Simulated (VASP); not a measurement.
# TiO2 (Anatase): what moves the LDA gap besides the functional, part 2 of 2

Aim: test what besides the functional moves the gap of TiO2 (Anatase). The starting structure is a measured crystal structure from the Crystallography Open Database. The atoms were first relaxed with LDA in that cell, in a run that isn't shown, and the relaxed structure is the one below.

VASP 6.6.1.

Results so far: reference 2.008 eV; cell and atoms relaxed by LDA 2.052 eV.

**4. Bands with no band path**

Level of this step: LDA; plane waves and PAW (Ti_sv, O) (VASP).

Against step 2 the input has no band path (also changed: NBANDS).

File INCAR:

```
SYSTEM = TiO2
PREC = Accurate
ENCUT = 460
EDIFF = 1E-06
NELM = 100
ISMEAR = 0
SIGMA = 0.03
LREAL = .FALSE.
ALGO = Normal
GGA = CA
NBANDS = 30
LASPH = .TRUE.
LORBIT = 11
LWAVE = .FALSE.
LCHARG = .FALSE.
KPAR = 8
```

File POSCAR:

```
TiO2
1.0
   -1.8921000000      1.8921000000      4.7573000000
    1.8921000000     -1.8921000000      4.7573000000
    1.8921000000      1.8921000000     -4.7573000000
Ti O
2 4
Direct
    0.7500000000      0.2500000000      0.5000000000
    0.0000000000      0.0000000000      0.0000000000
    0.7924867405      0.7924867405      0.0000000000
    0.5424867405      0.0424867405      0.5000000000
    0.9575132595      0.4575132595      0.5000000000
    0.2075132595      0.2075132595      0.0000000000
```

File KPOINTS:

```
Automatic mesh
0
Gamma
8 8 8
0 0 0
```

The projector-augmented-wave data sets are Ti_sv and O (LDA family, release 64).

Started as:

```bash
mpirun -np 8 vasp_std
```

What it wrote:

```text
[... set-up lines as in an earlier step ...]
 entering main loop
       N       E                     dE             d eps       ncg     rms          rms(c)
DAV:   1     0.632860292988E+03    0.63286E+03   -0.23049E+04  3540   0.171E+03
DAV:   2     0.241043904105E+02   -0.60876E+03   -0.57741E+03  3966   0.522E+02
DAV:   3    -0.710336084605E+02   -0.95138E+02   -0.93796E+02  5194   0.195E+02
DAV:   4    -0.753966163756E+02   -0.43630E+01   -0.43585E+01  4938   0.413E+01
[...]
DAV:  14    -0.588209678922E+02   -0.67876E-06   -0.48066E-05  4958   0.653E-02    0.143E-02
DAV:  15    -0.588209667245E+02    0.11678E-05   -0.11501E-05  4604   0.351E-02    0.336E-03
DAV:  16    -0.588209667070E+02    0.17470E-07   -0.38561E-07  1866   0.702E-03
   1 F= -.58820967E+02 E0= -.58820967E+02  d E =-.751652E-28
```

Wall time 55 s (8 MPI ranks of Intel Xeon Platinum 8259CL at 2.50GHz (Skylake/Cascade Lake), shared host); peak memory 2.1 GiB; 6.8 min of CPU time.

From OUTCAR (step 4):

```text
  Total       -2.9092319     -2.9092319     -2.0950396      0.0000000      0.0000000      0.0000000
  in kB      -68.4195518    -68.4195518    -49.2713103      0.0000000      0.0000000      0.0000000
  external PRESSURE =     -62.0368046 kB  Pullay stress =       0.0000000 kB

 POSITION                                       TOTAL-FORCE (eV/Angst)
 -----------------------------------------------------------------------------------
      0.00000      1.89210      2.37865        -0.000000     -0.000000     -0.000000
      0.00000      0.00000      0.00000        -0.000000     -0.000000     -0.000000
      0.00000      0.00000      7.54019         0.000000     -0.000000     -0.000191
      0.00000      1.89210      0.40424        -0.000000      0.000000     -0.000191
     -0.00000      1.89210      4.35306        -0.000000      0.000000      0.000191
      0.00000      0.00000      1.97441         0.000000     -0.000000      0.000191
 -----------------------------------------------------------------------------------
    total drift:                                0.000000      0.000000     -0.000000

  FREE ENERGIE OF THE ION-ELECTRON SYSTEM (eV)
  ---------------------------------------------------
  free  energy   TOTEN  =       -58.8209667070 eV

  energy  without entropy=      -58.8209667070  energy(sigma->0) =      -58.82096671

[... 1 part as in an earlier step ...]

[... 2 further parts left out ...]
[key lines of the parts left out:]
E-fermi :   3.2653
```

With no band path the gap is 2.051 eV, +0.043 eV from the reference, read on the mesh alone.

**5. Bands with a cutoff of 640 eV**

Against step 2 the input has ENCUT = 640.

INCAR, as its differences from that of step 4:

```diff
@@ -2,3 +2,3 @@
 PREC = Accurate
-ENCUT = 460
+ENCUT = 640
 EDIFF = 1E-06
@@ -10,3 +10,3 @@
 GGA = CA
-NBANDS = 30
+NBANDS = 40
 LASPH = .TRUE.
```

POSCAR is that of step 4.

KPOINTS is that of step 4.

File KPOINTS_OPT:

```
Line mode
8
Line-mode
Reciprocal
  0.00000000   0.00000000   0.00000000 GAMMA
  0.00000000   0.00000000   0.50000000 X

  0.00000000   0.00000000   0.50000000 X
 -0.07909283   0.07909283   0.50000000 Y

 -0.07909283   0.07909283   0.50000000 Y
 -0.28954641   0.28954641   0.28954641 S

 -0.28954641   0.28954641   0.28954641 S
  0.00000000   0.00000000   0.00000000 GAMMA

  0.00000000   0.00000000   0.00000000 GAMMA
  0.50000000   0.50000000  -0.50000000 Z

  0.50000000   0.50000000  -0.50000000 Z
  0.28954641   0.71045359  -0.28954641 S1

  0.28954641   0.71045359  -0.28954641 S1
  0.00000000   0.50000000   0.00000000 N

  0.00000000   0.50000000   0.00000000 N
  0.25000000   0.25000000   0.25000000 P

  0.25000000   0.25000000   0.25000000 P
  0.50000000   0.50000000  -0.07909283 Y1

  0.50000000   0.50000000  -0.07909283 Y1
  0.50000000   0.50000000  -0.50000000 Z

  0.00000000   0.00000000   0.50000000 X
  0.25000000   0.25000000   0.25000000 P
```

Started as:

```bash
mpirun -np 8 vasp_std
```

What it wrote:

```text
[... set-up lines as in an earlier step ...]
 entering main loop
       N       E                     dE             d eps       ncg     rms          rms(c)
DAV:   1     0.677444479173E+03    0.67744E+03   -0.25976E+04  4720   0.160E+03
DAV:   2     0.192000935207E+02   -0.65824E+03   -0.59763E+03  4832   0.475E+02
DAV:   3    -0.701127230707E+02   -0.89313E+02   -0.87168E+02  6112   0.169E+02
DAV:   4    -0.754297911084E+02   -0.53171E+01   -0.52935E+01  6960   0.369E+01
[...]
DAV:  15    -0.588254133527E+02    0.45364E-05   -0.43589E-05  6552   0.347E-02    0.347E-02
DAV:  16    -0.588254010304E+02    0.12322E-04   -0.97533E-06  6216   0.441E-02    0.954E-03
DAV:  17    -0.588254002254E+02    0.80499E-06   -0.27840E-06  5656   0.129E-02
   1 F= -.58825400E+02 E0= -.58825400E+02  d E =-.287523E-38
 Start KPOINTS_OPT (optional k-point list driver)
k-point batch [1-59\88]
       N       E                     dE             ncg
DAV:   1     0.254193516901E+04   -0.71818E+05     4720
DAV:   2    -0.333567105743E+05   -0.35899E+05     4832
DAV:   3    -0.380034458803E+05   -0.46467E+04     6128
DAV:   4    -0.383523722073E+05   -0.34893E+03     7128
[...]
DAV:   8    -0.383639487028E+05   -0.15704E-03     5584
DAV:   9    -0.383639487074E+05   -0.46294E-05     3560
DAV:  10    -0.383639487078E+05   -0.35607E-06     3728
k-point batch [60-88\88]
       N       E                     dE             ncg
DAV:   1     0.327238231812E+05   -0.50963E+05     2320
DAV:   2     0.150351139944E+05   -0.17689E+05     2376
DAV:   3     0.127718320605E+05   -0.22633E+04     3104
DAV:   4     0.126031149061E+05   -0.16872E+03     3288
[...]
DAV:   8     0.125973305072E+05   -0.39875E-04     2504
DAV:   9     0.125973305055E+05   -0.16071E-05     1752
DAV:  10     0.125973305054E+05   -0.13802E-06     1720
```

Elapsed: 4 min, on 8 MPI ranks; peak memory 3.7 GiB.

OUTCAR, selected parts (step 5):

```text
  Total       -2.6344967     -2.6344967     -1.8189216      0.0000000      0.0000000      0.0000000
  in kB      -61.9583056    -61.9583056    -42.7775455      0.0000000      0.0000000      0.0000000
  external PRESSURE =     -55.5647189 kB  Pullay stress =       0.0000000 kB

 POSITION                                       TOTAL-FORCE (eV/Angst)
 -----------------------------------------------------------------------------------
      0.00000      1.89210      2.37865         0.000000      0.000000      0.000000
      0.00000      0.00000      0.00000         0.000000      0.000000      0.000000
      0.00000      0.00000      7.54019         0.000000      0.000000      0.003570
      0.00000      1.89210      0.40424        -0.000000     -0.000000      0.003570
     -0.00000      1.89210      4.35306        -0.000000     -0.000000     -0.003570
      0.00000      0.00000      1.97441        -0.000000     -0.000000     -0.003570
 -----------------------------------------------------------------------------------
    total drift:                                0.000000      0.000000     -0.000000

  FREE ENERGIE OF THE ION-ELECTRON SYSTEM (eV)
  ---------------------------------------------------
  free  energy   TOTEN  =       -58.8254002254 eV

  energy  without entropy=      -58.8254002254  energy(sigma->0) =      -58.82540023

[... 1 part as in an earlier step ...]

[... 2 further parts left out ...]
[key lines of the parts left out:]
E-fermi :   3.3067
```

With a cutoff of 640 eV the gap is 2.009 eV, +0.001 eV from the reference.

**6. Bands with a 12×12×12 mesh**

Against step 2 the input has a 12×12×12 mesh.

INCAR, as its differences from that of step 5:

```diff
@@ -2,3 +2,3 @@
 PREC = Accurate
-ENCUT = 640
+ENCUT = 460
 EDIFF = 1E-06
```

POSCAR is that of step 5.

File KPOINTS:

```
Automatic mesh
0
Gamma
12 12 12
0 0 0
```

KPOINTS_OPT is that of step 5.

Started as:

```bash
mpirun -np 8 vasp_std
```

What it wrote:

```text
[... set-up lines as in an earlier step ...]
 entering main loop
       N       E                     dE             d eps       ncg     rms          rms(c)
DAV:   1     0.587710177215E+03    0.58771E+03   -0.21389E+04 13040   0.128E+03
DAV:   2     0.284795172455E+01   -0.58486E+03   -0.53096E+03 13648   0.414E+02
DAV:   3    -0.712732180804E+02   -0.74121E+02   -0.72783E+02 17272   0.149E+02
DAV:   4    -0.754505243168E+02   -0.41773E+01   -0.41602E+01 19064   0.311E+01
[...]
DAV:  16    -0.588211013643E+02    0.13979E-04   -0.11387E-05 17272   0.467E-02    0.980E-03
DAV:  17    -0.588211003456E+02    0.10187E-05   -0.30285E-06 15840   0.139E-02    0.244E-03
DAV:  18    -0.588211003642E+02   -0.18563E-07   -0.57072E-07  9432   0.430E-03
   1 F= -.58821100E+02 E0= -.58821100E+02  d E =-.512476E-27
 Start KPOINTS_OPT (optional k-point list driver)
k-point batch [1-88\88]
       N       E                     dE             ncg
DAV:   1     0.331777094450E+04   -0.11079E+06     7056
DAV:   2    -0.443967864857E+05   -0.47715E+05     7256
DAV:   3    -0.503330318119E+05   -0.59362E+04     9384
DAV:   4    -0.507365169318E+05   -0.40349E+03    10248
[...]
DAV:   8    -0.507496909033E+05   -0.81951E-04     7760
DAV:   9    -0.507496909053E+05   -0.20007E-05     5272
DAV:  10    -0.507496909055E+05   -0.21788E-06     5464
```

The job ended after 4.1 min (8 MPI ranks; peak memory 4.8 GiB; 31 min of CPU time).

OUTCAR, selected parts (step 6):

```text
  Total       -2.9058680     -2.9058680     -2.0935641      0.0000000      0.0000000      0.0000000
  in kB      -68.3404397    -68.3404397    -49.2366106      0.0000000      0.0000000      0.0000000
  external PRESSURE =     -61.9724967 kB  Pullay stress =       0.0000000 kB

 POSITION                                       TOTAL-FORCE (eV/Angst)
 -----------------------------------------------------------------------------------
      0.00000      1.89210      2.37865        -0.000000     -0.000000      0.000000
      0.00000      0.00000      0.00000        -0.000000     -0.000000      0.000000
      0.00000      0.00000      7.54019         0.000000      0.000000     -0.000068
      0.00000      1.89210      0.40424         0.000000      0.000000     -0.000068
     -0.00000      1.89210      4.35306        -0.000000     -0.000000      0.000068
      0.00000      0.00000      1.97441        -0.000000     -0.000000      0.000068
 -----------------------------------------------------------------------------------
    total drift:                                0.000000      0.000000     -0.000000

  FREE ENERGIE OF THE ION-ELECTRON SYSTEM (eV)
  ---------------------------------------------------
  free  energy   TOTEN  =       -58.8211003642 eV

  energy  without entropy=      -58.8211003642  energy(sigma->0) =      -58.82110036

[... 1 part as in an earlier step ...]

[... 2 further parts left out ...]
[key lines of the parts left out:]
E-fermi :   3.2982
```

With a 12×12×12 mesh the gap is 2.008 eV, +0.000 eV from the reference.

**7. All runs side by side**

```
                          run  gap (eV)  change (eV)  core minutes
                    reference     2.008            -          18.4
cell and atoms relaxed by LDA     2.052        0.044          17.9
                 no band path     2.051        0.043          7.33
           a cutoff of 640 eV     2.009        0.001          32.1
              a 12×12×12 mesh     2.008          0.0          32.9
```

Core minutes are wall time times ranks of the run shown, on a shared host.

**8. What came out**

| Item | Value |
| --- | --- |
| reference gap | 2.008 eV |
| gap with cell and atoms relaxed by LDA | 2.052 eV |
| gap with no band path | 2.051 eV |
| gap with a cutoff of 640 eV | 2.009 eV |
| gap with a 12×12×12 mesh | 2.008 eV |

**Reading.** Among the runs that read a gap along the path, the one with cell and atoms relaxed by LDA moves it most, by +0.044 eV. On finer settings it changes by +0.001 eV with a cutoff of 640 eV and +0.000 eV with a 12×12×12 mesh. Read on the mesh alone, without a band path, the gap comes out +0.043 eV from the reference: such a gap is an upper bound, and here at least one band edge lies off the mesh points. The functional's own error isn't tested here. Further runs on this material are not shown.

[Lines on the potential files, build, host, timing and source positions are cut from VASP's logs without a mark.]

[Logs are printed without paths, hosts, clocks, repeated set-up lines and the standing remarks that a program may print on its own settings, such as how far it seeks lower states.]

[Hosts, paths, dates, database ids (printed as entryN), source tags and the programs' standing remarks are cut or masked in the printed files.]
